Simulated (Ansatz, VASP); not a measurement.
# Cu2C (graphene on Cu(111)): VASP beside Ansatz

Aim: how closely do two programs agree when they are given the same cell, functional and k mesh? The cell is taken from a series of runs on this material, whose earlier steps may have relaxed, scaled, displaced or heated it; both programs get it as it stands.

Method: plane waves, with VASP 6.6.1 beside it; single point at PBE with D3(BJ), in Ansatz 0.2.0.

## Step 1: The starting structure

The cell holds 48 atoms: 32 Cu and 16 C. Cell: a = 8.895 Å, b = 4.934 Å, c = 24.546 Å, α = 90.0°, β = 90.0°, γ = 73.9°. 1 layer(s) of graphene at its own lattice constant on a slab of Cu(111) strained in the plane by up to 4.0 % to a common cell of 42 A^2; gaps of 3.25 A as starting values, lowest layers held; (so at first; earlier steps may have moved the atoms), displaced by a Gaussian of 0.01 A. Lattice constants are starting values near those of PBE. Vacuum lies along c.

## Step 2: VASP: single point, PBE with D3(BJ)

A single point gives forces, pressure and levels at one fixed geometry, so differences don't come from the geometry; what else differs is listed under the comparison.

Lines of VASP's logs that name or quote its potential files are left out, and so is its time.

File INCAR:

```
SYSTEM = Cu2C
PREC = Accurate
ENCUT = 520
EDIFF = 1E-06
NELM = 120
ISMEAR = -1
SIGMA = 0.1
LREAL = Auto
ALGO = Normal
GGA = PE
IVDW = 12
NBANDS = 248
LASPH = .TRUE.
LORBIT = 11
LWAVE = .FALSE.
LCHARG = .FALSE.
ISIF = 2
GGA_COMPAT = .FALSE.
KPAR = 4
```

File POSCAR:

```
Cu2C
1.0
    8.8948900000      0.0000000000      0.0000000000
    1.3684500000      4.7404300000      0.0000000000
    0.0000000000      0.0000000000     24.5460000000
Cu C
32 16
Direct
    0.6686900000      0.6653800000      0.3053300000
    0.7485100000      0.8768300000      0.3901100000
    0.8349300000      0.5833500000      0.4754500000
    0.6687800000      0.6657400000      0.5608900000
    0.4164300000      0.5408600000      0.3060100000
    0.4988200000      0.7496400000      0.3906900000
    0.5848400000      0.4577800000      0.4756300000
    0.4187900000      0.5407300000      0.5610700000
    0.6679000000      0.1652200000      0.3055000000
    0.7490300000      0.3744300000      0.3912600000
    0.8349500000      0.0826400000      0.4756500000
    0.6687300000      0.1657400000      0.5609600000
    0.1653300000      0.4171600000      0.3062200000
    0.2509000000      0.6246000000      0.3906900000
    0.3351400000      0.3326900000      0.4756600000
    0.1688600000      0.4158400000      0.5612100000
    0.4166000000      0.0429700000      0.3056700000
    0.4999700000      0.2475900000      0.3909100000
    0.5851700000      0.9574400000      0.4754600000
    0.4188500000      0.0407400000      0.5609900000
    0.9154100000      0.2943100000      0.3057600000
    0.9995100000      0.5010300000      0.3910200000
    0.0848500000      0.2083600000      0.4760800000
    0.9186300000      0.2909500000      0.5610900000
    0.1665600000      0.9185100000      0.3056800000
    0.2478300000      0.1243500000      0.3913900000
    0.3351200000      0.8327700000      0.4757500000
    0.1688100000      0.9157900000      0.5612200000
    0.9168500000      0.7919200000      0.3052800000
    0.0003800000      0.0002600000      0.3915100000
    0.0854500000      0.7077100000      0.4757600000
    0.9187800000      0.7907500000      0.5609800000
    0.0010700000      0.0004400000      0.6839400000
    0.1674700000      0.9173200000      0.6839300000
    0.0010600000      0.5004300000      0.6839500000
    0.1674800000      0.4173300000      0.6839200000
    0.2510700000      0.1253700000      0.6839600000
    0.4174700000      0.0423000000      0.6839300000
    0.2510700000      0.6253800000      0.6839500000
    0.4175000000      0.5422900000      0.6839300000
    0.5010800000      0.2503300000      0.6839600000
    0.6674600000      0.1673300000      0.6839200000
    0.5010600000      0.7503300000      0.6839600000
    0.6674700000      0.6673300000      0.6839200000
    0.7510800000      0.3753000000      0.6839500000
    0.9174700000      0.2924300000      0.6839100000
    0.7510800000      0.8752900000      0.6839500000
    0.9174800000      0.7924200000      0.6839200000
```

File KPOINTS:

```
Automatic mesh
0
Gamma
2 4 1
0 0 0
```

Potentials, in the order of the species: Cu and C (PBE family, release 64).

Run with:

```bash
$ mpirun -np 8 vasp_std
```

Numbers of over 12 decimals in the logs are rounded to 6 here.

The log of the run:

```text
[banner, memory and clock lines left out]
running    8 mpi-ranks, on    1 nodes
[...]
|                                                                             |
|           W    W    AA    RRRRR   N    N  II  N    N   GGGG   !!!           |
|           W    W   A  A   R    R  NN   N  II  NN   N  G    G  !!!           |
|           W    W  A    A  R    R  N N  N  II  N N  N  G       !!!           |
|           W WW W  AAAAAA  RRRRR   N  N N  II  N  N N  G  GGG   !            |
|           WW  WW  A    A  R   R   N   NN  II  N   NN  G    G                |
|           W    W  A    A  R    R  N    N  II  N    N   GGGG   !!!           |
|                                                                             |
|     For optimal performance we recommend to set                             |
|       NCORE = 2 up to number-of-cores-per-socket                            |
|     NCORE specifies how many cores store one orbital (NPAR=cpu/NCORE).      |
|     This setting can greatly improve the performance of VASP for DFT.       |
[...]
|                                                                             |
|        The reciprocal lattice is base centered orthorhombic,                |
|        whereas your k-lattice is simple monoclinic.                         |
|                                                                             |
|     Results are often still useful ...                                      |
|                                                                             |

 POSCAR, INCAR and KPOINTS ok, starting setup
[...]
entering main loop
       N       E                     dE             d eps       ncg     rms          rms(c)
DAV:   1     0.475081553350E+04    0.47508E+04   -0.17587E+05  2976   0.219E+03
DAV:   2     0.871854502883E+03   -0.38790E+04   -0.37005E+04  2976   0.531E+02
DAV:   3    -0.102332167316E+03   -0.97419E+03   -0.85261E+03  3448   0.278E+02
DAV:   4    -0.288843745941E+03   -0.18651E+03   -0.17535E+03  4736   0.128E+02
[...]
DAV:  35    -0.258530079971E+03   -0.41422E-05   -0.21597E-07  1792   0.275E-03    0.301E-04
DAV:  36    -0.258530081595E+03   -0.16235E-05   -0.12204E-07  1752   0.170E-03    0.338E-04
DAV:  37    -0.258530082270E+03   -0.67571E-06   -0.59530E-08  1712   0.157E-03
   1 F= -.27663188E+03 E0= -.27645051E+03  d E =-.362760E+00
```

OUTCAR, selected parts (step 2):

```text
 Edisp (eV)  -18.10180

  Total      11.06129    12.32081     2.86892     1.31138     0.01811     0.22708
  in kB      17.12291    19.07264     4.44110     2.03002     0.02804     0.35152
  external pressure =       13.55 kB  Pullay stress =        0.00 kB

 POSITION                                       TOTAL-FORCE (eV/Angst)
 -----------------------------------------------------------------------------------
      6.85846      3.15419      7.49463        -0.203080      0.047131     -0.049042
      7.85781      4.15655      9.57564         0.086487     -0.123996      0.162705
      8.22490      2.76533     11.67040         0.001745     -0.000931      0.019884
      6.85976      3.15589     13.76761         0.000715      0.002898     -0.077586
      4.44424      2.56391      7.51132         0.057797      0.042318     -0.121940
      5.46279      3.55362      9.58988         0.065687     -0.017634      0.061104
      5.82854      2.17007     11.67481         0.000789     -0.000554      0.019627
      4.46505      2.56329     13.77202         0.001666      0.001362     -0.079539
      6.16699      0.78321      7.49880        -0.090850      0.079893     -0.088016
      7.17493      1.77496      9.60387         0.051482      0.060727     -0.005492
      7.53988      0.39175     11.67530        -0.000211     -0.000418      0.018352
      6.17509      0.78568     13.76932        -0.000187     -0.001389     -0.078933
      2.04145      1.97752      7.51648         0.079383      0.016114     -0.106818
      3.08646      2.96087      9.58988        -0.115105     -0.039346      0.110366
[...]
-----------------------------------------------------------------------------------
    total drift:                                0.030518     -0.030803      0.003317

  FREE ENERGIE OF THE ION-ELECTRON SYSTEM (eV)
  ---------------------------------------------------
  free  energy   TOTEN  =      -276.6318849944 eV

  energy  without entropy=     -276.2691254900  energy(sigma->0) =     -276.45050524

[... 1 further part left out ...]
```

Dispersion corrections of this kind ignore metallic screening and tend to overbind metals.

## Step 3: Ansatz: single point, PBE with D3(BJ)

Ansatz runs on its default PAW (the set named soft_2) files.

The same cell, functional, mesh and smearing now go to Ansatz, which takes its cutoff from its data sets.

File input.yaml:

```yaml
crystal:
  lattice:
    - [8.89489, 0.0, 0.0]
    - [1.36845, 4.74043, 0.0]
    - [0.0, 0.0, 24.546]
  atoms:
    - { symbol: Cu, position: [0.66869, 0.66538, 0.30533] }
    - { symbol: Cu, position: [0.74851, 0.87683, 0.39011] }
    - { symbol: Cu, position: [0.83493, 0.58335, 0.47545] }
    - { symbol: Cu, position: [0.66878, 0.66574, 0.56089] }
    - { symbol: Cu, position: [0.41643, 0.54086, 0.30601] }
    - { symbol: Cu, position: [0.49882, 0.74964, 0.39069] }
    - { symbol: Cu, position: [0.58484, 0.45778, 0.47563] }
    - { symbol: Cu, position: [0.41879, 0.54073, 0.56107] }
    - { symbol: Cu, position: [0.6679, 0.16522, 0.3055] }
    - { symbol: Cu, position: [0.74903, 0.37443, 0.39126] }
    - { symbol: Cu, position: [0.83495, 0.08264, 0.47565] }
    - { symbol: Cu, position: [0.66873, 0.16574, 0.56096] }
    - { symbol: Cu, position: [0.16533, 0.41716, 0.30622] }
    - { symbol: Cu, position: [0.2509, 0.6246, 0.39069] }
    - { symbol: Cu, position: [0.33514, 0.33269, 0.47566] }
    - { symbol: Cu, position: [0.16886, 0.41584, 0.56121] }
    - { symbol: Cu, position: [0.4166, 0.04297, 0.30567] }
    - { symbol: Cu, position: [0.49997, 0.24759, 0.39091] }
    - { symbol: Cu, position: [0.58517, 0.95744, 0.47546] }
    - { symbol: Cu, position: [0.41885, 0.04074, 0.56099] }
    - { symbol: Cu, position: [0.91541, 0.29431, 0.30576] }
    - { symbol: Cu, position: [0.99951, 0.50103, 0.39102] }
    - { symbol: Cu, position: [0.08485, 0.20836, 0.47608] }
    - { symbol: Cu, position: [0.91863, 0.29095, 0.56109] }
    - { symbol: Cu, position: [0.16656, 0.91851, 0.30568] }
    - { symbol: Cu, position: [0.24783, 0.12435, 0.39139] }
    - { symbol: Cu, position: [0.33512, 0.83277, 0.47575] }
    - { symbol: Cu, position: [0.16881, 0.91579, 0.56122] }
    - { symbol: Cu, position: [0.91685, 0.79192, 0.30528] }
    - { symbol: Cu, position: [0.00038, 0.00026, 0.39151] }
    - { symbol: Cu, position: [0.08545, 0.70771, 0.47576] }
    - { symbol: Cu, position: [0.91878, 0.79075, 0.56098] }
    - { symbol: C, position: [0.00107, 0.00044, 0.68394] }
    - { symbol: C, position: [0.16747, 0.91732, 0.68393] }
    - { symbol: C, position: [0.00106, 0.50043, 0.68395] }
    - { symbol: C, position: [0.16748, 0.41733, 0.68392] }
    - { symbol: C, position: [0.25107, 0.12537, 0.68396] }
    - { symbol: C, position: [0.41747, 0.0423, 0.68393] }
    - { symbol: C, position: [0.25107, 0.62538, 0.68395] }
    - { symbol: C, position: [0.4175, 0.54229, 0.68393] }
    - { symbol: C, position: [0.50108, 0.25033, 0.68396] }
    - { symbol: C, position: [0.66746, 0.16733, 0.68392] }
    - { symbol: C, position: [0.50106, 0.75033, 0.68396] }
    - { symbol: C, position: [0.66747, 0.66733, 0.68392] }
    - { symbol: C, position: [0.75108, 0.3753, 0.68395] }
    - { symbol: C, position: [0.91747, 0.29243, 0.68391] }
    - { symbol: C, position: [0.75108, 0.87529, 0.68395] }
    - { symbol: C, position: [0.91748, 0.79242, 0.68392] }
kpoints:
  mp_grid: { grid: [2, 4, 1] }
hamiltonian:
  xc: pbe
  dispersion: d3bj
scf:
  occupations: { method: fermi_dirac, width: 0.1 }
output:
  forces: true
  eigenvalues: true
```

Run with:

```bash
$ ansatz run input.yaml --threads 5 --pin off --max-ram 76800MiB --backend cuda --events-out ev --progress --plain --runs-dir out
```

The log of the run:

```text
Engine: ansatz 0.2.0, x86_64-unknown-linux-gnu
Pseudopotentials: kind: paw
Pseudopotential: Cu, paw, valence charge 19, recommended cutoff 420 eV (normal), Cu.paw.azcp
Pseudopotential: C, paw, valence charge 4, recommended cutoff 420 eV (normal), C.paw.azcp
Functional definition: PBE
  parameter kappa = 0.804
  parameter beta = 0.066725
  exchange = pbe_x(kappa = kappa, mu = beta*pi^2/3)
  correlation = pbe_c(beta = beta)
concurrent solve slots: 3 of 5 are kept, ahead of what memory takes: no pass of the eigensolver takes more rounds on 3
device memory: the entry about to start is reckoned to put 13.6 GiB on a device that reports 78.6 GiB free
GPU FFT provider: cuFFT
GPU libraries: cuBLAS 13.8.2, cuFFT 12.4.0, cuSOLVER 12.3.4
Crystal: 48 atoms, lattice volume = 1034.997 Å³
Basis set: ecut = 420 eV, 20191 PW (Γ), exchange–correlation on 120×72×360 points (8 copies of the dense FFT grid, shifted against one another)
Bands: 404, of which v1, the nominal top of the filled ones, is band 336 counted from 1 (335 counted from 0)
Symmetry: 1 space group operations
Space group: P1 (ITA 1), of the structure as read, at distance tolerance 1.0e-4 Å
k-points: 6 of 8 (time reversal used)
Non-local potential: Cu, projectors of the file, l = 0: 3, l = 1: 2, l = 2: 3, l = 3: 1
Non-local potential: C, projectors of the file, l = 0: 2, l = 1: 2, l = 2: 1
PAW form: soft (Blöchl's): semilocal exchange-correlation on the pseudo side does not see the compensation charge
PAW one-centre angular grid: Cu, 590 points (default); XC on 64 Gauss nodes
PAW one-centre angular grid: C, 110 points (default); XC on 64 Gauss nodes
Initial density: superposition of atomic densities (neutral atoms: chi_scale 0, normalization atom), corrected by the library's trained network
Initial wavefunctions: pseudopotential atomic-orbital guess
GPU buffer pool allocated for 388800 grid points (all kernels)
GPU transforms: local potential and band sums: pruned to the plane-wave sphere, on 60×36×180
Functional: x = pbe(κ = 0.804, μ = 0.219515), c = pbe(β = 0.066725)
SCF iter   1: F=—  HF=-216030.416777 eV  |F-HF|=—  |Δ(HF+E_count)|=         —  Δρ=5.72e-3  dr2=4.13e0  ethr=1.77e-3  ⟨swp⟩=6.7  Hψ=9617  notcnv=0  defer=136
preconditioner: auto → LDOS  [metal: Δε(μ)=0.059 eV  Ē_g=9.237 eV  σ=0.100 eV  W_gap=0.15  n_scr=272 (ndim 8)  ℏωp=23.5 eV  f_vac=0.501  D(μ)=11.31/eV (n_scr^D=40)  β→1.0]
SCF iter   2: F=—  HF=-216030.346007 eV  |F-HF|=—  |Δ(HF+E_count)|=   7.08e-2  Δρ=4.44e-3  dr2=3.36e-1  ethr=6.14e-4  ⟨swp⟩=2.5  Hψ=2899  notcnv=0  defer=269
SCF iter   3: F=—  HF=-216030.306541 eV  |F-HF|=—  |Δ(HF+E_count)|=   3.95e-2  Δρ=3.18e-3  dr2=7.06e-2  ethr=5.00e-5  ⟨swp⟩=2.2  Hψ=3467  notcnv=0  defer=269
SCF iter   4: F=—  HF=-216030.307526 eV  |F-HF|=—  |Δ(HF+E_count)|=   9.85e-4  Δρ=1.89e-3  dr2=2.93e-2  ethr=1.05e-5  ⟨swp⟩=2.0  Hψ=3556  notcnv=0  defer=269
SCF iter   5: F=—  HF=-216030.310100 eV  |F-HF|=—  |Δ(HF+E_count)|=   2.57e-3  Δρ=4.64e-4  dr2=2.68e-3  ethr=4.35e-6  ⟨swp⟩=2.0  Hψ=3199  notcnv=0  defer=269
SCF iter   6: F=—  HF=-216030.289807 eV  |F-HF|=—  |Δ(HF+E_count)|=   2.03e-2  Δρ=2.93e-4  dr2=5.60e-4  ethr=3.99e-7  ⟨swp⟩=2.0  Hψ=3460  notcnv=0  defer=262
SCF iter   7: F=—  HF=-216030.289908 eV  |F-HF|=—  |Δ(HF+E_count)|=   1.01e-4  Δρ=4.24e-5  dr2=2.09e-5  ethr=8.33e-8  ⟨swp⟩=2.0  Hψ=3298  notcnv=0  defer=262
SCF iter   8: F=—  HF=-216030.296831 eV  |F-HF|=—  |Δ(HF+E_count)|=   6.92e-3  Δρ=5.57e-5  dr2=2.28e-5  ethr=3.11e-9  ⟨swp⟩=3.0  Hψ=4624  notcnv=0  defer=255
SCF iter   9: F=—  HF=-216030.296833 eV  |F-HF|=—  |Δ(HF+E_count)|=   2.25e-6  Δρ=2.89e-5  dr2=6.15e-6  ethr=3.11e-9  ⟨swp⟩=2.0  Hψ=3193  notcnv=0  defer=255
SCF iter  10: F=—  HF=-216030.296833 eV  |F-HF|=—  |Δ(HF+E_count)|=   4.37e-7  Δρ=5.12e-6  dr2=2.26e-7  ethr=9.15e-10  ⟨swp⟩=2.0  Hψ=3176  notcnv=0  defer=255
SCF iter  11: F=-216030.296834 eV  HF=-216030.296833 eV  |F-HF|=3.06e-7  |Δ(HF+E_count)|=   5.66e-7  Δρ=2.66e-6  dr2=4.29e-8  ethr=1.49e-11  ⟨swp⟩=17.3  Hψ=14471  notcnv=0
SCF 1 converged in 11 iterations: F = -216030.296834 eV  dr2 = 4.29e-8
  greatest PAW one-centre occupation: 1.000 electrons in one spin orbital (limit 2), on the Cu atom at site 16 (counted from 0), in its partial waves of l = 0
SCF converged after 11 iterations
Free energy (F): -216030.296834 eV
Harris-Foulkes:  -216030.296833 eV  (|F-HF|=3.06e-7)
Internal energy: -216029.933488 eV  (E = F + TS)
E sigma→0 (E₀):  -216030.115161 eV
Entropy (-TS):   -0.363346 eV (-7.570 meV/atom)
Fermi energy:    4.970791 eV
--- Per-component energies (eV) ---
  E_band       = -19009.812915
  E_kinetic    = 11071.838517
  E_local      = -1559048.512739  (includes V_loc(G=0)·N_el)
  E_nonlocal   = 12913.874472
  E_hartree    = 767635.872707
  E_xc         = -3637.642276
  E_vxc        = -4654.171530  (∫ρ·V_xc dr)
  E_paw        = -54800.342733  (= ΣΔE_a)
  E_vpaw       = -14564.683782  (= ΣTr[D̂ρ^β])
[...]
k-point 2: bands = [... 332 lower, 4.1266, 4.1375, 4.4849, 4.4882, 5.5231, 5.5324, 5.7374, 5.7411, ... 64 higher]
  k-point 5: bands = [... 332 lower, 4.1306, 4.1372, 4.4869, 4.4893, 5.5276, 5.5301, 5.7350, 5.7414, ... 64 higher]
```

## Step 4: Side by side

Known differences besides the potentials themselves: the data sets hold 672 valence electrons in Ansatz (on its default PAW (the set named soft_2) files) and 416 in VASP; the cutoff is 420 eV in Ansatz and 520 eV in VASP (PREC = Accurate, projectors in real space). Total energies have different zeros and are not compared.

Forces on 10 of the 48 atoms, those with the largest forces and the largest differences (eV/Å; atoms numbered as in POSCAR):

```
atom         Ansatz x, y, z           VASP x, y, z
 Cu1  -0.202, 0.046, -0.034  -0.203, 0.047, -0.049
 Cu2   0.087, -0.125, 0.166   0.086, -0.124, 0.163
 Cu4   0.001, 0.002, -0.097   0.001, 0.003, -0.078
 Cu5   0.058, 0.041, -0.105   0.058, 0.042, -0.122
 Cu9  -0.090, 0.079, -0.073  -0.091, 0.080, -0.088
Cu12  0.001, -0.002, -0.098  0.000, -0.001, -0.079
Cu14  -0.114, -0.040, 0.112  -0.115, -0.039, 0.110
Cu20  0.003, -0.001, -0.099   0.002, 0.000, -0.080
Cu21  0.074, -0.133, -0.023  0.073, -0.133, -0.039
Cu26    0.164, 0.051, 0.005    0.163, 0.051, 0.005
```

The forces differ by 7.0 meV/Å r.m.s., which is 12.7 % of the r.m.s. force of 0.055 eV/Å (both taken over all components). With vacuum in the cell, a pressure given here is an average over mostly empty space and none of the material.

## Step 5: Summary of results

```
r.m.s. force difference (single point, PBE with D3(BJ)) : 7.0 meV/Å
```

**Reading.** The r.m.s. force difference is 7.0 meV/Å (single point, PBE with D3(BJ)), within the 12 meV/Å picked in this series as the mark of a large difference. The data sets hold unlike numbers of valence electrons (672 in Ansatz and 416 in VASP), so part of the differences comes from the potentials. Such differences can come from data sets, numerical settings and the points named under the comparisons, not from the functional's error against experiment.

[Lines on the potential files, build, host, timing and source positions are cut from VASP's logs without a mark.]

[Logs are printed without paths, hosts, clocks, repeated set-up lines and the standing remarks that a program may print on its own settings, such as how far it seeks lower states.]

[Hosts, paths, dates, database ids (printed as entryN), source tags and the programs' standing remarks are cut or masked in the printed files.]
